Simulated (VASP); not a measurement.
Given:

```
KZnF3
1.0
    4.03323     0.00000     0.00000
    0.00000     4.03323     0.00000
    0.00000     0.00000     4.03323
K Zn F
1 1 3
Direct
  0.00000   0.00000   0.00000
  0.50000   0.50000   0.50000
  0.50000   0.00000   0.50000
  0.00000   0.50000   0.50000
  0.50000   0.50000   0.00000
```

Method: SCAN meta-GGA, VASP's PBE PAW potentials (set 64) (plane waves; VASP). Numerical set-up: 520 eV cut-off, 6×6×6 Γ-centred mesh, tetrahedra with Blöchl corrections, potentials K_sv Zn F.

### Question
Give the energies of bands 9 to 22 at the high-symmetry points, in eV from the valence-band maximum.

### Answer

```tsv
band	Γ	X	M	R
9	-4.34	-4.20	-5.45	-5.45
10	-4.34	-4.20	-4.68	-5.45
11	-3.37	-3.89	-3.96	-4.43
12	-3.37	-3.89	-3.96	-4.43
13	-3.37	-3.36	-3.85	-4.43
14	-3.06	-3.07	-2.56	-1.96
15	-3.06	-3.06	-2.56	-1.96
16	-2.28	-2.50	-2.46	-1.96
17	-2.28	-2.23	-2.12	-1.69
18	-2.28	-2.23	-1.91	-1.69
19	-2.04	-1.83	-1.91	-1.69
20	-2.04	-1.83	-1.71	0.00
21	-2.04	-1.54	0.00	0.00
22	4.52	7.34	8.83	9.15
```

The gap is indirect, 4.52 eV, from the valence maximum at R to the conduction minimum at Γ.

The compound is KZnF3 in the cubic perovskite structure. It was relaxed first.
